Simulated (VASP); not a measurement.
Consider the following.

```
KCl
1.0
    0.00000     3.18929     3.18929
    3.18929     0.00000     3.18929
    3.18929     3.18929     0.00000
K Cl
1 1
Direct
  0.00000   0.00000   0.00000
  0.50000   0.50000   0.50000
```

Calculation: revTPSS meta-GGA, VASP's PBE PAW potentials (set 64) (plane waves; VASP). Run with 520 eV cut-off, 8×8×8 Γ-centred mesh, tetrahedra with Blöchl corrections, potentials K_sv Cl.

Question: What does the run give for the energy per atom (σ→0), band gap (over mesh and band path) with the smallest direct gap where there is one?

Answer: 
- band gap (over mesh and band path): 5.47 eV
- smallest direct gap (over mesh and band path): 5.47 eV
- energy per atom (σ→0): -4.246 eV/atom

The compound is KCl in the rock salt structure. It was relaxed first.
